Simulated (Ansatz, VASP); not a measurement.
# Y12Hf19O56 (amorphous 76HfO2-24Y2O3 (mol %)) in two plane-wave programs, part 3 of 3

One calculation is typed for both programs; each brings its own data sets. How far apart do they land? Of the first pair: The structure shown is the start of the Ansatz relaxation below; VASP solves that cell, so the two are compared at the walk's first step.

VASP 6.6.1 and Ansatz 0.2.0.

So far. Step 3 (VASP: single point, PBE, start cell, pair 1): The run ends at a pressure of -8.41 GPa, with forces up to 1.5 eV/Å.

## (6) VASP: single point, PBE, relaxed cell, pair 2

Level of this step: PBE; plane waves and PAW (Hf_pv, Y_sv, O) (VASP).

The same cell, functional, mesh and smearing now go to VASP, with its own data sets.

Input file INCAR:

```
SYSTEM = Y12Hf19O56
PREC = Accurate
ENCUT = 600
EDIFF = 1E-06
NELM = 120
ISMEAR = -1
SIGMA = 0.025
LREAL = Auto
ALGO = Normal
GGA = PE
NBANDS = 392
LASPH = .TRUE.
LORBIT = 11
LWAVE = .FALSE.
LCHARG = .FALSE.
ISIF = 2
GGA_COMPAT = .FALSE.
EFERMI = MIDGAP
NCORE = 2
```

Input file POSCAR:

```
Y12Hf19O56
1.0
   10.5323540000      0.0051110000     -0.1946170000
    0.0051110000     10.6155500000     -0.0440900000
   -0.1946170000     -0.0440900000     10.5963360000
Hf Y O
19 12 56
Direct
    0.0691400000      0.6121000000      0.7374900000
    0.0732200000      0.5842800000      0.0796800000
    0.0315400000      0.2665700000      0.5984600000
    0.0241300000      0.9241100000      0.2145000000
    0.1858800000      0.8556700000      0.9184300000
    0.3357100000      0.7771900000      0.6108700000
    0.8163100000      0.7286200000      0.2970200000
    0.9643600000      0.0969300000      0.9197600000
    0.5391400000      0.9671200000      0.3903100000
    0.6929100000      0.1795400000      0.6750700000
    0.8351700000      0.4097600000      0.9509700000
    0.3653300000      0.5918800000      0.9102500000
    0.5512100000      0.6447500000      0.4242500000
    0.1698300000      0.3278700000      0.8998800000
    0.6312500000      0.2511400000      0.1955700000
    0.3295900000      0.4172600000      0.2400600000
    0.3781600000      0.1165900000      0.6806400000
    0.1117400000      0.5327300000      0.4345500000
    0.8438100000      0.7696600000      0.9777500000
    0.8982100000      0.9260000000      0.6604000000
    0.8394300000      0.1072300000      0.3957600000
    0.3267400000      0.0896300000      0.0948000000
    0.6366900000      0.6389000000      0.7406300000
    0.0248500000      0.2885800000      0.1920000000
    0.8142500000      0.4459600000      0.4382600000
    0.5982300000      0.5761500000      0.1116900000
    0.2072100000      0.0779300000      0.4270200000
    0.5457300000      0.9064800000      0.8887600000
    0.3693300000      0.4209400000      0.6250400000
    0.5286200000      0.3081800000      0.8974000000
    0.3049000000      0.7786300000      0.2391700000
    0.4146300000      0.4590500000      0.0392000000
    0.1651500000      0.8888400000      0.3468900000
    0.0362900000      0.2417200000      0.7871000000
    0.7153600000      0.0283700000      0.5486500000
    0.4167400000      0.8040900000      0.4365300000
    0.1832500000      0.9174400000      0.1019900000
    0.6856400000      0.5641000000      0.5539600000
    0.4433800000      0.6104300000      0.2592000000
    0.6485900000      0.0848600000      0.2926500000
    0.1764300000      0.4101100000      0.0832000000
    0.5102200000      0.3574200000      0.2784000000
    0.0321900000      0.3521700000      0.4053200000
    0.5113200000      0.2705600000      0.6434400000
    0.2896400000      0.4429400000      0.4251900000
    0.4972700000      0.8043800000      0.7171500000
    0.7247100000      0.3211500000      0.8125000000
    0.1805200000      0.6534400000      0.5698100000
    0.3450100000      0.9606500000      0.9177200000
    0.9693900000      0.7351800000      0.1643600000
    0.2749300000      0.9591500000      0.6286800000
    0.2486900000      0.6848400000      0.0377700000
    0.9363600000      0.6090300000      0.3933900000
    0.0232000000      0.1024200000      0.2773100000
    0.1356800000      0.1674100000      0.0086600000
    0.1735200000      0.5833900000      0.2577900000
    0.5096800000      0.7061000000      0.9604100000
    0.9133200000      0.9537500000      0.0390900000
    0.0231200000      0.4659000000      0.6143900000
    0.4252400000      0.0775200000      0.4889100000
    0.0182300000      0.4747000000      0.8914500000
    0.5491200000      0.0836600000      0.7793900000
    0.0109800000      0.0817800000      0.5399900000
    0.8027700000      0.2871500000      0.2874500000
    0.2292000000      0.2321600000      0.5904500000
    0.8267400000      0.0818000000      0.7824200000
    0.4226900000      0.9547300000      0.2327800000
    0.9381300000      0.7275600000      0.6763100000
    0.3301800000      0.2382200000      0.8367900000
    0.7396200000      0.8337200000      0.8333800000
    0.8836900000      0.9012200000      0.3432000000
    0.2409000000      0.4770200000      0.7910100000
    0.0259900000      0.7129900000      0.9261400000
    0.6944900000      0.5697100000      0.3039000000
    0.8272500000      0.2675100000      0.5598800000
    0.7239900000      0.7532900000      0.1227200000
    0.6697200000      0.3855800000      0.0551300000
    0.2478700000      0.7243100000      0.7900900000
    0.6562700000      0.8017000000      0.3945100000
    0.8910100000      0.2384000000      0.0252500000
    0.2623600000      0.2329100000      0.2490200000
    0.9255800000      0.4750800000      0.1236100000
    0.4424700000      0.6071000000      0.5759900000
    0.0542600000      0.9544900000      0.8182600000
    0.7670900000      0.5912800000      0.9180900000
    0.5181500000      0.1679400000      0.0564200000
    0.4968600000      0.4972200000      0.7995200000
```

Input file KPOINTS:

```
Automatic mesh
0
Gamma
1 1 1
0 0 0
```

PAW data sets: Hf_pv, Y_sv and O (PBE family, release 64).

Launch:

```console
> mpirun -np 8 vasp_gam
```

Numbers of over 12 decimals in the logs are rounded to 6 here.

The log of the run:

```text
[... set-up lines as in an earlier step ...]
 entering main loop
       N       E                     dE             d eps       ncg     rms          rms(c)
DAV:   1     0.707903176906E+04    0.70790E+04   -0.44882E+05   784   0.198E+03
DAV:   2    -0.254792665169E+03   -0.73338E+04   -0.70373E+04   944   0.518E+02
DAV:   3    -0.966212520355E+03   -0.71142E+03   -0.70707E+03   928   0.140E+02
DAV:   4    -0.100235523170E+04   -0.36143E+02   -0.36073E+02  1128   0.256E+01
[...]
DAV:  19    -0.845508362333E+03   -0.15530E-05   -0.26113E-06   672   0.323E-03    0.666E-03
DAV:  20    -0.845508364057E+03   -0.17243E-05   -0.21630E-06   632   0.287E-03    0.298E-03
DAV:  21    -0.845508364336E+03   -0.27875E-06   -0.63446E-07   576   0.149E-03
   1 F= -.84550836E+03 E0= -.84550836E+03  d E =0.000000E+00
```

From OUTCAR (step 6):

```text
  FREE ENERGIE OF THE ION-ELECTRON SYSTEM (eV)
  ---------------------------------------------------
  free  energy   TOTEN  =      -845.5083643360 eV

  energy  without entropy=     -845.5083643360  energy(sigma->0) =     -845.50836434
```

The run ends at a pressure of -1.79 GPa, with forces up to 0.20 eV/Å.

## (7) Differences

What differs besides the data sets and the points named for the pairs above, as far as they apply: the data sets hold 962 valence electrons in Ansatz (on its default PAW (the set named soft_2) files) and 658 in VASP; the cutoff is 420 eV in Ansatz and 600 eV in VASP (PREC = Accurate, projectors in real space). Total energies have different zeros and are not compared.

Both answers:

| quantity | Ansatz | VASP | difference |
| --- | --- | --- | --- |
| pressure (GPa) | -0.02 | -1.79 | +1.76 |
| gap on the k mesh (eV) | 4.073 | 4.042 | +0.031 |

Forces on 7 of the 87 atoms, those with the largest forces and the largest differences (eV/Å; atoms numbered as in POSCAR):

| atom | Ansatz x, y, z | VASP x, y, z |
| --- | --- | --- |
| O33 | -0.011, 0.005, -0.004 | -0.122, 0.028, -0.104 |
| O54 | 0.001, -0.006, -0.008 | 0.007, -0.158, -0.064 |
| O55 | -0.012, -0.005, 0.002 | -0.102, 0.057, -0.121 |
| O62 | 0.006, 0.016, -0.010 | -0.025, 0.094, -0.140 |
| O68 | 0.001, -0.004, -0.001 | 0.117, -0.115, 0.058 |
| O71 | -0.002, -0.003, -0.003 | 0.054, -0.122, -0.146 |
| O82 | 0.000, -0.005, 0.001 | 0.065, 0.055, -0.156 |

The forces differ by 61 meV/Å r.m.s., where the r.m.s. force is 0.006 eV/Å in Ansatz and 0.063 eV/Å in VASP: the atoms lie near their places of rest in Ansatz, so a percentage would say little (all taken over all components). A gap on the mesh is an upper bound, since the band edges may lie between its points; neither run holds spin-orbit coupling, which can move the band edges of a compound of Hf.

## (8) Results

| Item | Value |
| --- | --- |
| r.m.s. force difference (single point, PBE, start cell, pair 1) | 16 % of the r.m.s. force |
| r.m.s. force difference (single point, PBE, relaxed cell, pair 2) | 61 meV/Å |
| difference in pressure (single point, PBE, relaxed cell, pair 2) | 1.8 GPa |

The r.m.s. force difference is 16 % of the r.m.s. force (single point, PBE, start cell, pair 1), beyond the 3 % picked in this series as the mark of a large difference. The data sets hold unlike numbers of valence electrons (962 in Ansatz and 658 in VASP), so part of the differences comes from the potentials. What causes the difference of the single point, PBE, start cell, pair 1 pair stays open here. By the marks of this series, far apart in the single point, PBE, relaxed cell, pair 2 pair: the r.m.s. force difference, 61 meV/Å and the difference in pressure, 1.8 GPa. What causes the difference of the single point, PBE, relaxed cell, pair 2 pair stays open here. How closely two codes agree says nothing of how well the functional describes the real material.

[Lines on the potential files, build, host, timing and source positions are cut from VASP's logs without a mark.]

[Logs are printed without paths, hosts, clocks, repeated set-up lines and the standing remarks that a program may print on its own settings, such as how far it seeks lower states.]

[Hosts, paths, dates, database ids (printed as entryN), source tags and the programs' standing remarks are cut or masked in the printed files.]
